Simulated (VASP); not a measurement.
All values below come from LDA (Ceperley-Alder, Perdew-Zunger), VASP's LDA PAW potentials (set 64) (plane waves; VASP 6.6.1).

Input for VASP

File KPOINTS_OPT:
```
k-points along high-symmetry lines
6
Line-mode
Reciprocal
  0.000000   0.000000   0.000000 ! GAMMA
  0.500000   0.000000   0.000000 ! M

  0.500000   0.000000   0.000000 ! M
  0.333333   0.333333   0.000000 ! K

  0.333333   0.333333   0.000000 ! K
  0.000000   0.000000   0.000000 ! GAMMA

  0.000000   0.000000   0.000000 ! GAMMA
  0.000000   0.000000   0.500000 ! A

  0.000000   0.000000   0.500000 ! A
  0.500000   0.000000   0.500000 ! L

  0.500000   0.000000   0.500000 ! L
  0.333333   0.333333   0.500000 ! H

  0.333333   0.333333   0.500000 ! H
  0.000000   0.000000   0.500000 ! A

  0.500000   0.000000   0.500000 ! L
  0.500000   0.000000   0.000000 ! M

  0.333333   0.333333   0.500000 ! H
  0.333333   0.333333   0.000000 ! K
```

**POSCAR**
```
LaPt5
1
    5.4285500000     0.0000000000     0.0000000000
   -2.7142750000     4.7012620000     0.0000000000
    0.0000000000     0.0000000000     4.3933300000
La Pt
1 5
Direct
  0.0000000000   0.0000000000   0.0000000000
  0.3333330000   0.6666670000   0.0000000000
  0.6666670000   0.3333330000   0.0000000000
  0.5000000000   0.0000000000   0.5000000000
  0.5000000000   0.5000000000   0.5000000000
  0.0000000000   0.5000000000   0.5000000000
```

### INCAR
```
# general
SYSTEM  = LaPt5
PREC    = Accurate
ENCUT   = 300
LREAL   = .FALSE.
LASPH   = .TRUE.

# electronic loop
EDIFF   = 1E-6
NELM    = 100
ALGO    = Normal
LMAXMIX = 6

# smearing
ISMEAR  = 0
SIGMA   = 0.1

# ions
ISIF    = 2

# output
LWAVE   = .FALSE.
LCHARG  = .FALSE.
```

**KPOINTS**
```
Automatic
0
gamma
6 6 7
0 0 0
```

POTCAR, in this order: La Pt (LDA.64 set). Program: vasp_std.

**Question.** What will the output report for the number of irreducible k-points (NKPTS), largest plane-wave count, number of space-group operations, FFT grid (NGX, NGY, NGZ)?

**Answer.** 
```
Quantity                                      Result
--------------------------------------  ------------
number of irreducible k-points (NKPTS)            28
largest plane-wave count                        1342
number of space-group operations                  24
FFT grid (NGX, NGY, NGZ)                32 × 32 × 28
```

The structure comes from a computed database's LaPt5 entry (P6/mmm); how it stands against other phases isn't given here. The cell was not relaxed at this level. The electron count is odd and the run is not spin-polarised, which forces a metal.
